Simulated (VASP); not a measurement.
# Ag (Silver): how cutoff and mesh change the relaxed cell, part 2 of 2

Aim: test the relaxed volume of Ag (Silver) against cutoff and mesh. The starting structure is a measured crystal structure from the Crystallography Open Database.

VASP 6.6.1.

Results so far: reference 16.65 Å³ an atom; a cutoff of 250 eV 16.22 Å³ an atom; a 6×6×6 mesh 16.76 Å³ an atom.

## Step 5: Relaxation with a cutoff of 420 eV

Level of this step: PBEsol; plane waves and PAW (Ag) (VASP).

Against step 2 the input has ENCUT = 420.

File INCAR:

```
SYSTEM = Ag
PREC = Accurate
ENCUT = 420
EDIFF = 1E-06
NELM = 100
ISMEAR = 1
SIGMA = 0.1
LREAL = .FALSE.
ALGO = Normal
GGA = PS
NBANDS = 11
LORBIT = 11
LWAVE = .FALSE.
LCHARG = .FALSE.
KPAR = 2
IBRION = 2
NSW = 50
ISIF = 3
EDIFFG = -0.01
```

File POSCAR:

```
Ag
1.0
    0.0000000000      2.0430000000      2.0430000000
    2.0430000000      0.0000000000      2.0430000000
    2.0430000000      2.0430000000      0.0000000000
Ag
1
Direct
    0.0000000000      0.0000000000      0.0000000000
```

File KPOINTS:

```
Automatic mesh
0
Gamma
12 12 12
0 0 0
```

The projector-augmented-wave data sets are Ag (PBE family, release 64).

Started as:

```
> mpirun -np 2 vasp_std
```

Output:

```text
[... set-up lines as in an earlier step ...]
 entering main loop
       N       E                     dE             d eps       ncg     rms          rms(c)
DAV:   1     0.429159330325E+02    0.42916E+02   -0.48964E+03  1608   0.753E+02
DAV:   2    -0.305009559935E+01   -0.45966E+02   -0.43565E+02  1767   0.181E+02
DAV:   3    -0.365086037407E+01   -0.60076E+00   -0.60055E+00  1815   0.224E+01
DAV:   4    -0.365249370294E+01   -0.16333E-02   -0.16333E-02  1716   0.122E+00
[...]
DAV:   9    -0.329991143646E+01   -0.97725E-05   -0.98764E-06  1746   0.241E-02    0.152E-02
DAV:  10    -0.329991370279E+01   -0.22663E-05   -0.20957E-06  1756   0.128E-02    0.394E-03
DAV:  11    -0.329991359023E+01    0.11256E-06   -0.66530E-08   903   0.231E-03
   1 F= -.32999136E+01 E0= -.32998125E+01  d E =-.329991E+01
[...]
N       E                     dE             d eps       ncg     rms          rms(c)
DAV:   1    -0.359796645803E+01   -0.29805E+00   -0.47365E+00  1650   0.230E+01    0.345E+00
[...]
DAV:   5    -0.330166513747E+01    0.11468E-04   -0.15933E-05  1701   0.345E-02    0.295E-02
DAV:   6    -0.330166802690E+01   -0.28894E-05   -0.91512E-07  1751   0.706E-03    0.340E-03
DAV:   7    -0.330166815674E+01   -0.12984E-06   -0.41154E-08   903   0.176E-03
   2 F= -.33016682E+01 E0= -.33017314E+01  d E =-.175457E-02
 trial-energy change:   -0.001755  1 .order   -0.001371   -0.012817    0.010074
 step:   0.5843(harm=  0.5599)  dis= 0.00000  next Energy=    -3.303734 (dE=-0.382E-02)
[...]
N       E                     dE             d eps       ncg     rms          rms(c)
DAV:   1    -0.335357088831E+01   -0.51903E-01   -0.82111E-01  1653   0.979E+00    0.145E+00
DAV:   2    -0.330523444844E+01    0.48336E-01   -0.18651E-01  1638   0.409E+00    0.482E-01
DAV:   3    -0.330406880949E+01    0.11656E-02   -0.23593E-03  1791   0.432E-01    0.318E-01
DAV:   4    -0.330374338237E+01    0.32543E-03   -0.38656E-04  1647   0.149E-01    0.112E-02
DAV:   5    -0.330374440609E+01   -0.10237E-05   -0.71073E-06  1740   0.224E-02    0.574E-03
DAV:   6    -0.330374506468E+01   -0.65859E-06   -0.53288E-07  1649   0.556E-03
   3 F= -.33037451E+01 E0= -.33037869E+01  d E =-.383147E-02
[...]
reached required accuracy - stopping structural energy minimisation
```

Run time: 8.4 s. Hardware: 2 MPI ranks of Intel Xeon 6975P-C (Granite Rapids), shared host; peak memory 0.25 GiB.

OUTCAR, selected parts (step 5):

```text
  Total       -0.0011217     -0.0011217     -0.0011217      0.0000000      0.0000000     -0.0000000
  in kB       -0.1080757     -0.1080757     -0.1080757      0.0000000      0.0000000     -0.0000000
  external PRESSURE =      -0.1080757 kB  Pullay stress =       0.0000000 kB

 POSITION                                       TOTAL-FORCE (eV/Angst)
 -----------------------------------------------------------------------------------
      0.00000      0.00000      0.00000         0.000000     -0.000000     -0.000000
 -----------------------------------------------------------------------------------
    total drift:                                0.000000     -0.000000      0.000000

  FREE ENERGIE OF THE ION-ELECTRON SYSTEM (eV)
  ---------------------------------------------------
  free  energy   TOTEN  =        -3.3037450647 eV

  energy  without entropy=       -3.3038706960  energy(sigma->0) =       -3.30378694

[... 2 parts as in an earlier step ...]

[... 2 further parts left out ...]
[key lines of the parts left out:]
E-fermi :   8.5039
```

With a cutoff of 420 eV the cell ends at 16.629 Å³ an atom, -0.11 % from the reference.

## Step 6: Relaxation with a 16×16×16 mesh

Against step 2 the input has a 16×16×16 mesh.

INCAR: that of step 5 with these lines changed.

```diff
@@ -2,3 +2,3 @@
 PREC = Accurate
-ENCUT = 420
+ENCUT = 450
 EDIFF = 1E-06
```

POSCAR is that of step 5.

File KPOINTS:

```
Automatic mesh
0
Gamma
16 16 16
0 0 0
```

Started as:

```
> mpirun -np 2 vasp_std
```

Output:

```text
[... set-up lines as in an earlier step ...]
 entering main loop
       N       E                     dE             d eps       ncg     rms          rms(c)
DAV:   1     0.437019487433E+02    0.43702E+02   -0.49919E+03  3270   0.789E+02
DAV:   2    -0.304338915007E+01   -0.46745E+02   -0.44407E+02  3555   0.184E+02
DAV:   3    -0.365541166361E+01   -0.61202E+00   -0.61172E+00  3634   0.229E+01
DAV:   4    -0.365710892227E+01   -0.16973E-02   -0.16972E-02  3475   0.125E+00
[...]
DAV:   9    -0.330649163148E+01   -0.96382E-05   -0.99065E-06  3583   0.244E-02    0.162E-02
DAV:  10    -0.330649386987E+01   -0.22384E-05   -0.22463E-06  3513   0.134E-02    0.421E-03
DAV:  11    -0.330649374715E+01    0.12273E-06   -0.70158E-08  1796   0.238E-03
   1 F= -.33064937E+01 E0= -.33062897E+01  d E =-.330649E+01
[...]
N       E                     dE             d eps       ncg     rms          rms(c)
DAV:   1    -0.358728374318E+01   -0.28079E+00   -0.45185E+00  3319   0.226E+01    0.335E+00
[...]
DAV:   5    -0.330811077829E+01    0.12547E-04   -0.15717E-05  3478   0.354E-02    0.275E-02
DAV:   6    -0.330811410413E+01   -0.33258E-05   -0.10320E-06  3504   0.757E-03    0.316E-03
DAV:   7    -0.330811420352E+01   -0.99385E-07   -0.44289E-08  1802   0.186E-03
   2 F= -.33081142E+01 E0= -.33078629E+01  d E =-.162046E-02
 trial-energy change:   -0.001620  1 .order   -0.001319   -0.012232    0.009595
 step:   0.5806(harm=  0.5604)  dis= 0.00000  next Energy=    -3.310104 (dE=-0.361E-02)
[...]
N       E                     dE             d eps       ncg     rms          rms(c)
DAV:   1    -0.335813968032E+01   -0.50026E-01   -0.79722E-01  3325   0.968E+00    0.141E+00
DAV:   2    -0.331162215196E+01    0.46518E-01   -0.17803E-01  3289   0.400E+00    0.464E-01
DAV:   3    -0.331042019657E+01    0.12020E-02   -0.26709E-03  3652   0.461E-01    0.310E-01
DAV:   4    -0.331011154402E+01    0.30865E-03   -0.38869E-04  3367   0.159E-01    0.127E-02
DAV:   5    -0.331011211718E+01   -0.57316E-06   -0.10012E-05  3514   0.274E-02    0.569E-03
DAV:   6    -0.331011269783E+01   -0.58066E-06   -0.57573E-07  3324   0.631E-03
   3 F= -.33101127E+01 E0= -.33098683E+01  d E =-.361895E-02
[...]
reached required accuracy - stopping structural energy minimisation
```

Elapsed: 14 s, on 2 MPI ranks; peak memory 0.28 GiB.

OUTCAR, selected parts (step 6):

```text
  Total       -0.0011282     -0.0011282     -0.0011282     -0.0000000     -0.0000000     -0.0000000
  in kB       -0.1086177     -0.1086177     -0.1086177     -0.0000000     -0.0000000     -0.0000000
  external PRESSURE =      -0.1086177 kB  Pullay stress =       0.0000000 kB

 POSITION                                       TOTAL-FORCE (eV/Angst)
 -----------------------------------------------------------------------------------
      0.00000      0.00000      0.00000        -0.000000      0.000000     -0.000000
 -----------------------------------------------------------------------------------
    total drift:                                0.000000      0.000000      0.000000

  FREE ENERGIE OF THE ION-ELECTRON SYSTEM (eV)
  ---------------------------------------------------
  free  energy   TOTEN  =        -3.3101126978 eV

  energy  without entropy=       -3.3093796294  energy(sigma->0) =       -3.30986834

[... 1 part as in an earlier step ...]

[... 3 further parts left out ...]
[key lines of the parts left out:]
E-fermi :   8.5083
```

With a 16×16×16 mesh the cell ends at 16.641 Å³ an atom, -0.04 % from the reference.

## Step 7: The runs compared

| run | volume (Å³/atom) | change (%) | pressure left (GPa) | core minutes |
| --- | --- | --- | --- | --- |
| reference | 16.647 | - | 0.06 | 0.3 |
| a cutoff of 250 eV | 16.219 | -2.57 | 0.0 | 0.313 |
| a 6×6×6 mesh | 16.757 | 0.66 | 0.06 | 0.14 |
| a cutoff of 420 eV | 16.629 | -0.11 | -0.01 | 0.28 |
| a 16×16×16 mesh | 16.641 | -0.04 | -0.01 | 0.467 |

Core minutes are wall time times ranks, summed over the relaxations behind a row (those for a bulk modulus apart), on shared hosts.

## Step 8: What came out

```
volume of the reference                          : 16.65 Å³/atom
volume against the reference, a cutoff of 250 eV : -2.57 %
volume against the reference, a 6×6×6 mesh       : +0.66 %
volume against the reference, a cutoff of 420 eV : -0.11 %
volume against the reference, a 16×16×16 mesh    : -0.04 %
```

The volume moves most with a cutoff of 250 eV: -2.57 % against the reference (450 eV, 12×12×12 mesh). On finer settings it changes by -0.04 % with a 16×16×16 mesh. The relaxations stop with up to 0.06 GPa left, which at a bulk modulus of 50 GPa, to name a scale, is 0.12 % of the volume. That understates it: a restart alone still moved the volume by up to 1.0 %. A cell that shrinks at the lower cutoff is the usual mark of Pulay stress, the error that a plane-wave basis makes when it is kept while the volume changes. Further runs on this material are not shown.

[Lines on the potential files, build, host, timing and source positions are cut from VASP's logs without a mark.]

[Logs are printed without paths, hosts, clocks, repeated set-up lines and the standing remarks that a program may print on its own settings, such as how far it seeks lower states.]

[Hosts, paths, dates, database ids (printed as entryN), source tags and the programs' standing remarks are cut or masked in the printed files.]
